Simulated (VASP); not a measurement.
Computed with r2SCAN meta-GGA, VASP's PBE PAW potentials (set 64) (plane waves; VASP).

VASP ran on this input.

File POSCAR:
```
InGaP2
1.0
  2.0072574379   1.1588909987   6.5695970212
 -2.0072574379   1.1588909987   6.5695970212
  0.0000000000  -2.3177810173   6.5695970229
In Ga P
1 1 2
Cartesian
 -0.0000000000   0.0000004905   9.8637512485
  0.0000000000   0.0000000001   0.0023634250
 -0.0000000000   0.0000001171   2.3545506842
 -0.0000000000   0.0000006174  12.4150081333
```

KPOINTS:
```
Automatic mesh
0
Gamma
6 6 6
0 0 0
```

**INCAR**
```
SYSTEM = InGaP2
PREC = Accurate
ENCUT = 400
EDIFF = 1E-6
NELM = 100
ALGO = Normal
LREAL = .FALSE.
LASPH = .TRUE.
ISMEAR = 0
SIGMA = 0.05
METAGGA = R2SCAN
LMIXTAU = .TRUE.
LMAXMIX = 4
LWAVE = .FALSE.
LCHARG = .FALSE.
IBRION = 2
ISIF = 3
NSW = 60
EDIFFG = -0.02
```

POTCAR, in this order: In_d Ga_d P (PBE.64 set). Program: vasp_std.

Output of the run:

File OSZICAR:
```
       N       E                     dE             d eps       ncg     rms          rms(c)
DAV:   1     0.209025462523E+03    0.20903E+03   -0.15911E+04  1456   0.188E+03
DAV:   2    -0.334533888784E+02   -0.24248E+03   -0.23747E+03  1492   0.413E+02
DAV:   3    -0.585357870773E+02   -0.25082E+02   -0.24435E+02  1672   0.136E+02
DAV:   4    -0.594618243235E+02   -0.92604E+00   -0.92335E+00  1796   0.275E+01
DAV:   5    -0.594968007339E+02   -0.34976E-01   -0.34968E-01  2050   0.475E+00    0.943E+00
DAV:   6    -0.556105189271E+02    0.38863E+01   -0.28695E+00  1740   0.329E+01    0.525E+00
DAV:   7    -0.525328965277E+02    0.30776E+01   -0.88952E-01  1510   0.900E+00    0.243E+00
DAV:   8    -0.534968217674E+02   -0.96393E+00   -0.11144E+00  1468   0.798E+00    0.145E+00
DAV:   9    -0.535381928756E+02   -0.41371E-01   -0.86845E-02  1688   0.278E+00    0.758E-01
DAV:  10    -0.535543166393E+02   -0.16124E-01   -0.63198E-02  1684   0.202E+00    0.194E-01
DAV:  11    -0.535788603325E+02   -0.24544E-01   -0.33802E-02  1486   0.151E+00    0.161E-01
DAV:  12    -0.535805762274E+02   -0.17159E-02   -0.17686E-03  1874   0.372E-01    0.144E-01
DAV:  13    -0.535787927480E+02    0.17835E-02   -0.39441E-03  1576   0.504E-01    0.121E-01
DAV:  14    -0.535793466080E+02   -0.55386E-03   -0.69160E-04  1618   0.221E-01    0.341E-02
DAV:  15    -0.535809541232E+02   -0.16075E-02   -0.85286E-04  1534   0.217E-01    0.438E-02
DAV:  16    -0.535809797254E+02   -0.25602E-04   -0.48641E-05  1844   0.606E-02    0.220E-02
DAV:  17    -0.535810423875E+02   -0.62662E-04   -0.93186E-06  1338   0.263E-02    0.160E-02
DAV:  18    -0.535810520007E+02   -0.96133E-05   -0.43465E-06  1494   0.194E-02    0.126E-02
DAV:  19    -0.535810642413E+02   -0.12241E-04   -0.26584E-05  1528   0.428E-02    0.817E-03
DAV:  20    -0.535810736425E+02   -0.94012E-05   -0.50260E-06  1308   0.202E-02    0.308E-03
DAV:  21    -0.535810737090E+02   -0.66500E-07   -0.17672E-07  1040   0.447E-03
   1 F= -.53581074E+02 E0= -.53581074E+02  d E =-.535811E+02
       N       E                     dE             d eps       ncg     rms          rms(c)
DAV:   1    -0.535812543604E+02   -0.18072E-03   -0.10701E-02  1964   0.829E-01    0.778E-02
DAV:   2    -0.535811871843E+02    0.67176E-04   -0.52169E-04  2160   0.302E-01    0.387E-02
DAV:   3    -0.535811545564E+02    0.32628E-04   -0.74638E-05  1934   0.109E-01    0.160E-02
DAV:   4    -0.535811513543E+02    0.32021E-05   -0.27298E-05  1762   0.501E-02    0.726E-03
DAV:   5    -0.535811537376E+02   -0.23832E-05   -0.90852E-06  1534   0.289E-02    0.585E-03
DAV:   6    -0.535811531804E+02    0.55713E-06   -0.40295E-06  1260   0.187E-02
   2 F= -.53581153E+02 E0= -.53581153E+02  d E =-.794714E-04
```

File OUTCAR:
```
------------------------ aborting loop because EDIFF is reached ----------------------------------------
  FORCE on cell =-STRESS in cart. coord.  units (eV):
  Direction    XX          YY          ZZ          XY          YZ          ZX
  --------------------------------------------------------------------------------------
  Total       -0.0253262     -0.0253262      0.0223653      0.0000000      0.0000000      0.0000000
  in kB       -0.4424004     -0.4424004      0.3906793      0.0000000      0.0000000      0.0000000
  external PRESSURE =      -0.1647072 kB  Pullay stress =       0.0000000 kB
  volume of cell :       91.72
      direct lattice vectors                 reciprocal lattice vectors
     2.006900501  1.158684921  6.573885367     0.249140403  0.143841273  0.050705674
    -2.006900501  1.158684921  6.573885367    -0.249140403  0.143841273  0.050705674
     0.000000000 -2.317368862  6.573885369     0.000000000 -0.287682545  0.050705695
 POSITION                                       TOTAL-FORCE (eV/Angst)
 -----------------------------------------------------------------------------------
      0.00000      0.00000      9.87067         0.000000      0.000000      0.007646
      0.00000      0.00000      0.00361         0.000000      0.000000      0.013164
      0.00000      0.00000      2.35497        -0.000000     -0.000000     -0.011014
      0.00000      0.00000     12.42251        -0.000000     -0.000000     -0.009796
 -----------------------------------------------------------------------------------
    total drift:                               -0.000000     -0.000007      0.009696
  FREE ENERGIE OF THE ION-ELECTRON SYSTEM (eV)
  ---------------------------------------------------
  free  energy   TOTEN  =       -53.5811531804 eV

  energy  without entropy=      -53.5811531804  energy(sigma->0) =      -53.58115318

 reached required accuracy - stopping structural energy minimisation
```
(Selected blocks of OUTCAR.)

**CONTCAR**
```
InGaP2
   1.00000000000000
     2.0069005010736811    1.1586849212563555    6.5738853669589989
    -2.0069005010736811    1.1586849212563555    6.5738853669589989
     0.0000000000000000   -2.3173688619455151    6.5738853685469500
  In              Ga              P
     1     1     2
Direct
     0.5004989873621096    0.5004989873621096    0.5004989873621096
     0.0001828591179996    0.0001828591179996    0.0001828591179996
     0.1194104527804230    0.1194104527804230    0.1194104527804230
     0.6298917007394657    0.6298917007394657    0.6298917007394657
```

The structure comes from a computed database's InGaP2 entry (R3m); how it stands against other phases isn't given here. This run relaxes it. Symmetry was kept, so distortions that lower it aren't found. The start is the result of an earlier pass.
